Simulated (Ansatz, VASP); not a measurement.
## SnSe2: VASP beside Ansatz

One calculation is typed for both programs; each brings its own data sets. How far apart do they land? The structure shown comes from an earlier Ansatz run, which isn't shown and may have moved the atoms alone.

Program: Ansatz 0.2.0. Level of theory: plane waves, with VASP 6.6.1 beside it; elastic constants at PBE with D3(BJ). Results are calculated unless marked as measured.

### 1. The starting structure

Symmetry: P-3m1, No. 164, trigonal system. Conventional cell: a = 3.840 Å, b = 3.840 Å, c = 6.009 Å, α = 90.00°, β = 90.00°, γ = 120.00°. Sn has 6 Se at 2.73 Å nearest. Nearest to Se lie 3 Sn at 2.73 Å. Farther neighbours and most contacts between anions are not listed.

### 2. Ansatz: elastic constants, PBE with D3(BJ)

Ansatz runs on its PAW soft_1 files.

Elastic constants are differences of stresses under small strains, so they test the stress and the mesh.

Input file input.yaml:

```yaml
crystal:
  lattice:
    - [3.8396476855, 0.0, 0.0]
    - [-1.9198238428, 3.3252324372, 0.0]
    - [0.0, 0.0, 6.0087953374]
  atoms:
    - { symbol: Sn, position: [0.0, 0.0, 0.0] }
    - { symbol: Se, position: [0.3333333333, 0.6666666667, 0.2652047695] }
    - { symbol: Se, position: [0.6666666667, 0.3333333333, 0.7347952305] }
kpoints:
  mp_grid: { grid: [12, 12, 6] }
hamiltonian:
  xc: pbe
  dispersion: d3bj
  pseudopotentials: { kind: paw, azcp: { folder: soft_1 } }
scf:
  occupations: { method: fixed }
output:
  forces: true
  stress: true
  eigenvalues: true
elastic:
  mode: relaxed_ion
  stencil: two_point
```

Launch:

```console
$ ansatz run input.yaml --threads 4 --pin off --max-ram 8192MiB --backend cpu --events-out ev --progress --plain --runs-dir out
```

Numbers of over 12 decimals in the logs are rounded to 6 here.

The program printed:

```text
Engine: ansatz 0.2.0, x86_64-unknown-linux-gnu
Pseudopotentials: kind: paw
Pseudopotential: Sn, paw, valence charge 14, recommended cutoff 420 eV (normal), soft_1/Sn.paw.azcp
Pseudopotential: Se, paw, valence charge 16, recommended cutoff 420 eV (normal), soft_1/Se.paw.azcp
Functional definition: PBE
  parameter kappa = 0.804
  parameter beta = 0.066725
  exchange = pbe_x(kappa = kappa, mu = beta*pi^2/3)
  correlation = pbe_c(beta = beta)
Crystal: 3 atoms, lattice volume = 76.719 Å³
Basis set: ecut = 420 eV, 1485 PW (Γ), exchange–correlation on 54×54×90 points (8 copies of the dense FFT grid, shifted against one another)
Bands: 28, of which v1, the nominal top of the filled ones, is band 23 counted from 1 (22 counted from 0)
Symmetry: 12 space group operations
Space group: P-3m1 (ITA 164), of the structure as read, at distance tolerance 4.2e-5 Å
k-points: 100 of 864
Non-local potential: Sn, projectors of the file, l = 0: 2, l = 1: 2, l = 2: 2, l = 3: 1
Non-local potential: Se, projectors of the file, l = 0: 2, l = 1: 2, l = 2: 3, l = 3: 1
PAW form: soft (Blöchl's): semilocal exchange-correlation on the pseudo side does not see the compensation charge
PAW one-centre angular grid: Sn, 590 points (default); XC on 64 Gauss nodes
PAW one-centre angular grid: Se, 590 points (default); XC on 64 Gauss nodes
Initial density: superposition of atomic densities (chi_scale 0.1, normalization cell, long waves kept (reshape's long-wave potential 0.08 eV rms))
Initial wavefunctions: pseudopotential atomic-orbital guess
Functional: x = pbe(κ = 0.804, μ = 0.219515), c = pbe(β = 0.066725)
SCF iter   1: F=—  HF=-16964.902942 eV  |F-HF|=—  |Δ(HF+E_count)|=         —  Δρ=3.22e-2  dr2=1.57e0  ethr=3.10e-3  ⟨swp⟩=5.0  Hψ=10163  notcnv=0  defer=286
preconditioner: auto → Resta (q_TF=auto, 2.505 Å⁻¹)  ε∞=4.0  [insulator: Δε(μ)=0.210 eV  Ē_g=9.760 eV  n_scr=22 (ndim 8)  ℏωp=17.0 eV  f_vac=0.023  ε∞_Penn≈4.0]
SCF iter   2: F=—  HF=-16964.567811 eV  |F-HF|=—  |Δ(HF+E_count)|=   3.35e-1  Δρ=1.62e-2  dr2=2.31e-1  ethr=3.10e-3  ⟨swp⟩=2.0  Hψ=4016  notcnv=0  defer=113
SCF iter   3: F=—  HF=-16964.519525 eV  |F-HF|=—  |Δ(HF+E_count)|=   4.83e-2  Δρ=5.21e-3  dr2=1.67e-2  ethr=5.03e-4  ⟨swp⟩=2.0  Hψ=3362  notcnv=0  defer=285
SCF iter   4: F=—  HF=-16964.519864 eV  |F-HF|=—  |Δ(HF+E_count)|=   3.39e-4  Δρ=1.08e-3  dr2=1.36e-3  ethr=3.64e-5  ⟨swp⟩=2.0  Hψ=5199  notcnv=0  defer=295
SCF iter   5: F=—  HF=-16964.520064 eV  |F-HF|=—  |Δ(HF+E_count)|=   2.00e-4  Δρ=5.08e-4  dr2=2.03e-4  ethr=2.95e-6  ⟨swp⟩=2.0  Hψ=5204  notcnv=0  defer=296
SCF iter   6: F=—  HF=-16964.520357 eV  |F-HF|=—  |Δ(HF+E_count)|=   2.93e-4  Δρ=1.36e-4  dr2=1.74e-5  ethr=4.42e-7  ⟨swp⟩=3.0  Hψ=5204  notcnv=0  defer=296
SCF iter   7: F=—  HF=-16964.520389 eV  |F-HF|=—  |Δ(HF+E_count)|=   3.14e-5  Δρ=4.11e-5  dr2=1.25e-6  ethr=3.79e-8  ⟨swp⟩=3.0  Hψ=5081  notcnv=0  defer=113
SCF iter   8: F=—  HF=-16964.520392 eV  |F-HF|=—  |Δ(HF+E_count)|=   3.54e-6  Δρ=7.50e-6  dr2=9.15e-8  ethr=2.71e-9  ⟨swp⟩=2.0  Hψ=3600  notcnv=0  defer=104
SCF iter   9: F=—  HF=-16964.520393 eV  |F-HF|=—  |Δ(HF+E_count)|=   1.92e-7  Δρ=2.92e-6  dr2=8.57e-9  ethr=1.99e-10  ⟨swp⟩=2.0  Hψ=3449  notcnv=0  defer=104
SCF iter  10: F=—  HF=-16964.520393 eV  |F-HF|=—  |Δ(HF+E_count)|=   1.66e-8  Δρ=7.04e-7  dr2=3.65e-10  ethr=1.86e-11  ⟨swp⟩=2.0  Hψ=3500  notcnv=0  defer=104
SCF iter  11: F=—  HF=-16964.520393 eV  |F-HF|=—  |Δ(HF+E_count)|=  4.29e-10  Δρ=1.90e-7  dr2=2.70e-11  ethr=7.93e-13 (applied; sched 1.00e-12)  ⟨swp⟩=2.0  Hψ=3497  notcnv=0  defer=104
SCF iter  12: F=—  HF=-16964.520393 eV  |F-HF|=—  |Δ(HF+E_count)|=  4.37e-11  Δρ=4.74e-8  dr2=1.28e-12  ethr=5.87e-14 (applied; sched 1.00e-12)  ⟨swp⟩=2.0  Hψ=3500  notcnv=0  defer=104
SCF iter  13: F=—  HF=-16964.520393 eV  |F-HF|=—  |Δ(HF+E_count)|=    0.00e0  Δρ=1.27e-8  dr2=1.03e-13  ethr=2.78e-15 (applied; sched 1.00e-12)  ⟨swp⟩=2.0  Hψ=5000  notcnv=0  defer=104
SCF iter  14: F=-16964.520393 eV  HF=-16964.520393 eV  |F-HF|=3.64e-12  |Δ(HF+E_count)|=    0.00e0  Δρ=4.19e-9  dr2=1.44e-14  ethr=1.00e-12  ⟨swp⟩=10.2  Hψ=15131  notcnv=0
SCF 1 converged in 14 iterations: F = -16964.520393 eV  dr2 = 1.44e-14
  greatest PAW one-centre occupation: 1.000 electrons in one spin orbital (limit 2), on the Se atom at site 2 (counted from 0), in its partial waves of l = 2
relax step   1: F+E_penalty+E_count = -16964.52039254 eV  Δ(F+E_penalty+E_count) = +0.000e0 eV  max|allowed force component| = 6.474e-4 eV/Å  Δτ_max = 0.0000 Å  (14 SCF iters, accepted)
[...]
relax step   2: F+E_penalty+E_count = -16964.52038177 eV  Δ(F+E_penalty+E_count) = -2.320e-5 eV  max|allowed force component| = 1.393e-4 eV/Å  Δτ_max = 0.0023 Å  (9 SCF iters, accepted)
[...]
relax step   3: F+E_penalty+E_count = -16964.52038177 eV  Δ(F+E_penalty+E_count) = -2.638e-9 eV  max|allowed force component| = 2.094e-7 eV/Å  Δτ_max = 0.0000 Å  (6 SCF iters, accepted)
iter 1 solved again at ethr=1.00e-12 eV; its pass at ethr=3.10e-3 eV (dr2=1.51e-12 eV) is discarded
SCF iter   1: F=—  HF=-16964.520383 eV  |F-HF|=—  |Δ(HF+E_count)|=         —  Δρ=8.31e-8  dr2=1.63e-12  ethr=1.00e-12  ⟨swp⟩=2.0  Hψ=23706  notcnv=0  defer=242
SCF iter   2: F=—  HF=-16964.520382 eV  |F-HF|=—  |Δ(HF+E_count)|=   1.11e-6  Δρ=4.02e-8  dr2=3.82e-13  ethr=3.53e-15 (applied; sched 1.00e-12)  ⟨swp⟩=3.0  Hψ=15628  notcnv=0  defer=242
SCF iter   3: F=—  HF=-16964.520382 eV  |F-HF|=—  |Δ(HF+E_count)|=    0.00e0  Δρ=2.78e-8  dr2=1.84e-13  ethr=1.00e-12  ⟨swp⟩=4.0  Hψ=24406  notcnv=0
SCF iter   4: F=-16964.520382 eV  HF=-16964.520382 eV  |F-HF|=3.64e-12  |Δ(HF+E_count)|=    0.00e0  Δρ=1.78e-8  dr2=7.39e-14  ethr=1.00e-12  ⟨swp⟩=4.0  Hψ=23083  notcnv=0
SCF 29 converged in 4 iterations: F = -16964.520382 eV  dr2 = 7.39e-14
SCF converged after 9 iterations
Free energy (F): -16964.520393 eV
Harris-Foulkes:  -16964.520393 eV  (|F-HF|=3.64e-12)
Internal energy: -16964.520393 eV  (E = F + TS)
E sigma→0 (E₀):  -16964.520393 eV
Fermi energy:    8.177069 eV
--- Per-component energies (eV) ---
  E_band       = -862.877412
  E_kinetic    = 389.756675
  E_local      = -6473.303641  (includes V_loc(G=0)·N_el)
  E_nonlocal   = -563.556531
  E_hartree    = 3373.811676
  E_xc         = -295.520877
  E_vxc        = -260.447452  (∫ρ·V_xc dr)
  E_paw        = -8631.654938  (= ΣΔE_a)
  E_vpaw       = -702.949360  (= ΣTr[D̂ρ^β])
  E_aug_tail   = -0.000459  (compensation charges beyond the density's cutoff)
  E_ewald      = -4762.960060
  E_disp       = -1.092238  (pairwise vdW)
  E_smearing   = -0.000000  (= −TS)
  E_closure    = -0.000000  (closes the sum)
  Σ components = -16964.520393   (vs F -16964.520393, Δ=0.00e0)
--- Forces (eV/Å), atoms counted from 1 ---
  atom   1  Sn    -0.00000000     0.00000000     0.00000000
  atom   2  Se     0.00000000     0.00000000    -0.00000004
  atom   3  Se    -0.00000000    -0.00000000     0.00000004
  max |Σ_I F_I| component: 1.16e-18 eV/Å
--- Stress (GPa, compression-positive) ---
       -0.003408       0.000000       0.000000
        0.000000      -0.003408       0.000000
        0.000000       0.000000      -0.003738
  P = ⅓ Tr σ = -0.0035 GPa (-0.035 kbar)
--- Band table (eV; the first three rows and the last of 100) ---
  k-point 0: bands = [... 19 lower, 7.4363, 7.6009, 7.6009, 8.0365, 8.8597, 11.0788, 12.6439, 12.6439, ... 1 higher]
  k-point 1: bands = [... 19 lower, 7.3682, 7.3682, 7.6920, 7.6920, 9.5166, 11.0754, 12.5422, 12.5422, ... 1 higher]
  k-point 2: bands = [... 19 lower, 7.2952, 7.2952, 7.8126, 7.8126, 10.2155, 11.0267, 12.3505, 12.3505, ... 1 higher]
  k-point 99: bands = [... 19 lower, 3.8353, 4.3031, 7.7457, 7.7457, 10.3557, 12.3421, 12.3421, 13.8238, ... 1 higher]
--- Elastic constants: 3 strain directions × 2 members + reference (group order 12) ---
  dense FFT box of the reference and of every strained cell: 27×27×45
  strains applied: 11, 33, 23; error gains: componentwise 1.00 (the most a stress slope's error grows in a printed constant), spectral 1.41 (1 for all six strains in a standard setting)
  pairwise dispersion correction: d3bj (s6 = 1.0, s8 = 0.7875, a1 = 0.4289, a2_bohr = 4.4407), with the weights of each atom's references fixed at the reference crystal's, and the forces and stress that the weights' published response gives there kept as a pressure on the atom's counted neighbours (hamiltonian.dispersion)
  reference relaxed by the batch: 3 steps; max|allowed force component| 6.47e-4 eV/Å at the deck's positions, 1.82e-8 at the last accepted step, 4.36e-8 by the solve of record
  largest displacement 6.8e-5 Å; the constants are those of the deck's cell at these positions:
  atoms:
    - { symbol: Sn, position: [0, 0, 0.0] }
    - { symbol: Se, position: [0.333333, 0.666667, 0.265216] }
    - { symbol: Se, position: [0.666667, 0.333333, 0.734784] }
  C = ∂σ_k/∂η_j (tension-positive GPa; Voigt order 11 22 33 23 13 12):
       102.826     28.229     17.705     -2.027      0.000     -0.000
        28.229    102.826     17.705      2.027     -0.000      0.000
        17.713     17.713     31.157     -0.000      0.000      0.000
        -2.027      2.027      0.000     10.720     -0.000     -0.000
         0.000     -0.000     -0.000      0.000     10.720     -2.027
         0.000     -0.000     -0.000     -0.000     -2.027     37.298
  reference stress σ⁰ (GPa):      0.003      0.003      0.004     -0.000     -0.000     -0.000
  C* (energy form; C + prestress term) asymmetry max|C*_kj − C*_jk| = 9.164e-3 GPa — a small one proves nothing (zero by symmetry where the batch's group is 432, −43m or m−3m); a large one is finite-difference/SCF noise where every solve meets its electron count
  moduli (Voigt/Reuss/Hill, GPa): K = 40.46/28.21/34.33   G = 23.29/15.98/19.63   E = 49.47   ν = 0.260
  mechanically stable: yes (min eigenvalue of sym C = 10.57 GPa)
  strain η (Voigt 11):  stress-route row diagonal C_11 = 102.83 GPa, energy-path curvature d²(F+E_count+ΔE)/dδ²/Ω₀ = 102.93 GPa
         δ    σ_11 (GPa)             F (eV)   n_scf  n_hpsi   n_pw
    -2.000e-3      -0.2038      -16964.5202961       4   92320   1524   relax 4 steps, max|allowed force component| 9.87e-6 eV/Å
     2.000e-3       0.2075      -16964.5202906       4   91987   1524   relax 3 steps, max|allowed force component| 1.24e-7 eV/Å
  strain η (Voigt 33):  stress-route row diagonal C_33 = 31.16 GPa, energy-path curvature d²(F+E_count+ΔE)/dδ²/Ω₀ = 31.16 GPa
         δ    σ_33 (GPa)             F (eV)   n_scf  n_hpsi   n_pw
    -2.000e-3      -0.0594      -16964.5203659       4   32664   1524   relax 3 steps, max|allowed force component| 2.15e-7 eV/Å
     2.000e-3       0.0652      -16964.5203583       4   33854   1528   relax 3 steps, max|allowed force component| 4.11e-7 eV/Å
  strain η (Voigt 23):  stress-route row diagonal C_44 = 10.72 GPa, energy-path curvature d²(F+E_count+ΔE)/dδ²/Ω₀ = 10.78 GPa
         δ    σ_23 (GPa)             F (eV)   n_scf  n_hpsi   n_pw
    -2.000e-3      -0.0216      -16964.5203816       4   92434   1524   relax 3 steps, max|allowed force component| 1.26e-5 eV/Å
     2.000e-3       0.0213      -16964.5203818       4   91785   1524   relax 3 steps, max|allowed force component| 2.09e-7 eV/Å
```

The column dr2 measures how far the density is from self-consistency, as an energy; F and HF (Harris–Foulkes) agree once it is small.

(Continued in part 2 of 2.)

[Lines on the potential files, build, host, timing and source positions are cut from VASP's logs without a mark.]

[Logs are printed without paths, hosts, clocks, repeated set-up lines and the standing remarks that a program may print on its own settings, such as how far it seeks lower states.]

[Hosts, paths, dates, database ids (printed as entryN), source tags and the programs' standing remarks are cut or masked in the printed files.]
